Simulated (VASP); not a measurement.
A 63-atom supercell of GaAs (zinc blende) holds Sn on the Ga site with a neighbouring As vacancy in charge state +0. It is relaxed twice, with the total moment held at 0 and at 2 μB. All values below come from PBE GGA, VASP's PBE PAW potentials (set 64) (plane waves; VASP 6.6.1). Run with PREC = Normal, LREAL = Auto, ISYM = 0, EDIFF = 1E-5, 400 eV cut-off, 1×1×1 Γ-centred mesh, Gaussian smearing of 0.050 eV, potentials Ga As Sn.

The supercell is sampled at Γ alone, which is coarse: total energies, pressure and levels can be off, energies of defects by several tenths of an eV.

Question: Which spin state lies lower, and by how much?

Answer: The state with 0 μB lies lower, by 0.40 eV.

The cell is a supercell with a defect, built from GaAs (zinc blende).
